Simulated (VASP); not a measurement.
Level of theory: PBEsol GGA, VASP's PBE PAW potentials (set 64) (plane waves; VASP).

The input files of a VASP run:

**KPOINTS**
```
Automatic mesh
0
Gamma
7 7 7
0 0 0
```

**POSCAR**
```
PbS
1.0
  0.0000000000   2.9499783817   2.9499783817
  2.9499783817   0.0000000000   2.9499783817
  2.9499783817   2.9499783817   0.0000000000
Pb S
1 1
Cartesian
  0.0000000000   0.0000000000   0.0000000000
  2.9499783817   2.9499783817   2.9499783817
```

**INCAR**
```
PREC = Accurate
NELM = 100   # most electronic steps
ISMEAR = 0   # Gaussian
LWAVE = F
GGA = PS
LMAXMIX = 4   # l cut-off of mixed one-centre charges
ALGO = Normal
NFREE = 2
EDIFF = 1E-7
IBRION = 6   # finite differences
SYSTEM = PbS
LREAL = F   # projection in real space or not
NSW = 1
SIGMA = 0.05
LCHARG = F
POTIM = 0.015   # step
ENCUT = 530   # plane-wave cut-off (eV)
ISIF = 3
LASPH = T
```

POTCAR, in this order: Pb_d S (PBE.64 set). Program: vasp_std.

The resulting files:

File OUTCAR:
```
 ion  position               nearest neighbor table
   1  0.000  0.000  0.000-   2 2.95   2 2.95   2 2.95   2 2.95   2 2.95   2 2.95
   2  0.500  0.500  0.500-   1 2.95   1 2.95   1 2.95   1 2.95   1 2.95   1 2.95
  LATTYP: Found a face centered cubic cell.
 ALAT       =     5.8999567634
 Subroutine PRICEL returns:
 Original cell was already a primitive cell.
 Subroutine GETGRP returns: Found 48 space group operations
The static configuration has the point symmetry O_h .
The dynamic configuration has the point symmetry O_h .
 Subroutine INISYM returns: Found 48 space group operations
 Subroutine IBZKPT returns following result:
 Found     20 irreducible k-points:

 Following reciprocal coordinates:
            Coordinates               Weight
  0.000000  0.000000  0.000000      1.000000
  0.142857  0.000000  0.000000      8.000000
  0.285714  0.000000  0.000000      8.000000
  0.428571  0.000000  0.000000      8.000000
  0.142857  0.142857  0.000000      6.000000
  0.285714  0.142857  0.000000     24.000000
  0.428571  0.142857  0.000000     24.000000
 -0.428571  0.142857  0.000000     24.000000
 -0.285714  0.142857  0.000000     24.000000
...
```

OUTCAR:
```


 TOTAL ELASTIC MODULI (kBar)
 Direction    XX          YY          ZZ          XY          YZ          ZX
 --------------------------------------------------------------------------------
 XX        1487.4450    155.7526    155.7526     -0.0000      0.0000      0.0000
 YY         155.7526   1487.4450    155.7526      0.0000      0.0000     -0.0000
 ZZ         155.7526    155.7526   1487.4450      0.0000      0.0000      0.0000
 XY          -0.0000      0.0000      0.0000    198.8525      0.0000      0.0000
 YZ           0.0000      0.0000      0.0000      0.0000    198.8525      0.0000
 ZX           0.0000     -0.0000      0.0000      0.0000      0.0000    198.8525
 --------------------------------------------------------------------------------
```
(Selected blocks of OUTCAR.)

The compound is PbS in the rock salt structure. It was relaxed first.
